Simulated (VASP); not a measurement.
VASP runs on Ga (space group Cmce) share one base input (PBE GGA, plane waves, VASP's PBE PAW potentials (set 64)) and change the settings named in each case.

KPOINTS:
```
kpoints
0
G
  8 8 7
```

### INCAR
```
LREAL  =  .FALSE.   ! projection in real space or not
SYSTEM  =  Ga
GGA  =  PE   ! PBE
LCHARG  =  .FALSE.
LWAVE  =  .FALSE.
ISMEAR  =  -1
ISIF  =  2   ! forces and stress, cell fixed
SIGMA  =  0.1
PREC  =  Accurate
ALGO  =  Normal   ! blocked Davidson
ENCUT  =  300   ! plane-wave cut-off (eV)
EDIFF  =  1E-6   ! SCF stop (eV)
LASPH  =  .TRUE.   ! aspherical one-centre terms
NELM  =  100   ! most electronic steps
LMAXMIX  =  4
```

POSCAR:
```
Ga
1
    2.2550270000    -3.8658520000     0.0000000000
    2.2550270000     3.8658520000     0.0000000000
    0.0000000000     0.0000000000     4.6356770000
Ga
4
Direct
  0.6557000000   0.3443000000   0.4154000000
  0.3443000000   0.6557000000   0.5846000000
  0.8443000000   0.1557000000   0.9154000000
  0.1557000000   0.8443000000   0.0846000000
```

POTCAR, in this order: Ga_d (PBE.64 set). Program: vasp_std.

```tsv
change	E(σ→0) (eV/atom)	pressure (GPa)	largest force (eV/Å)	−TS (eV)
base run	-2.9051	0.23	0.023	-0.0308
ENCUT = 150	4.5890	-466.15	1.766	-0.0342
GGA removed, LMIXTAU = .TRUE., METAGGA = R2SCAN	-11.4297	-2.97	0.040	-0.0268
SIGMA = 0.2	-2.9033	0.44	0.021	-0.1484
KPOINTS 8×8×7 Γ-centred mesh shifted by (0.5, 0.5, 0.5)	-2.9041	0.26	0.024	-0.0365
KPOINTS 11×11×10 Γ-centred mesh	-2.9068	0.28	0.034	-0.0294
```
 Energies of different potentials or functionals have different zeros.

Left out are runs that ran out of time, are held back, or changed the cell or the kind of run, fixed moments of cells without a moment, rows past the twelfth, gaps on odd meshes, pressures of charged cells and columns that move by less than the noise.

The structure comes from a computed database's Ga entry; how it stands against other phases isn't given here. The cell was not relaxed at this level, its lattice was scaled by up to 2.5 %.
